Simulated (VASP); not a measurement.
VASP input:

INCAR:
```
ALGO = Normal
EDIFF = 1E-7
EDIFFG = -0.01
ENCUT = 480
GGA = PS
IBRION = 2
ISIF = 3
ISMEAR = 1
LASPH = .TRUE.
LCHARG = .FALSE.
LMAXMIX = 4
LREAL = .FALSE.
LWAVE = .FALSE.
NELM = 100
NSW = 40
PREC = Accurate
PSTRESS = 20
SIGMA = 0.1
SYSTEM = GaSb
```

File POSCAR:
```
GaSb
1
    0.0000000000     3.0208406013     3.0208406013
    3.0208406013     0.0000000000     3.0208406013
    3.0208406013     3.0208406013     0.0000000000
Ga Sb
1 1
Direct
  0.0000000000   0.0000000000   0.0000000000
  0.2500000000   0.2500000000   0.2500000000
```

File KPOINTS:
```
Automatic
0
G
 10 10 10
0 0 0
```

POTCAR, in this order: Ga_d Sb (PBE.64 set). Program: vasp_std.

Problem. Translate this PBEsol calculation to Quantum ESPRESSO's pw.x.

Solution. One equivalent input (not run):
```
&CONTROL
  calculation = 'vc-relax'
  pseudo_dir = './pseudo'
  outdir = './out'
  tprnfor = .true.
  tstress = .true.
  nstep = 40
  forc_conv_thr = 0.00039
/
&SYSTEM
  ibrav = 0
  nat = 2
  ntyp = 2
  ecutwfc = 80
  occupations = 'smearing'
  smearing = 'methfessel-paxton'
  degauss = 0.00735
  input_dft = 'pbesol'
/
&ELECTRONS
  conv_thr = 7.3e-09
  electron_maxstep = 100
/
&IONS
/
&CELL
  press = 20
/
ATOMIC_SPECIES
  Ga 69.723 Ga.upf
  Sb 121.760 Sb.upf
CELL_PARAMETERS angstrom
     0.0000000    3.0208406    3.0208406
     3.0208406    0.0000000    3.0208406
     3.0208406    3.0208406    0.0000000
ATOMIC_POSITIONS crystal
  Ga   0.0000000  0.0000000  0.0000000
  Sb   0.2500000  0.2500000  0.2500000
K_POINTS automatic
  10 10 10 0 0 0
```
Limits of the translation: the potentials are each code's own (VASP's PAW set, PseudoDojo norm-conserving files in pw.x), so ENCUT and ecutwfc are chosen apart and not converted; conv_thr bounds pw.x's estimated SCF error, while EDIFF bounds the energy change between steps; forc_conv_thr acts on force components and is met together with etot_conv_thr.

The compound is GaSb in the zinc blende structure. It was relaxed first under an external pressure of 2 GPa.
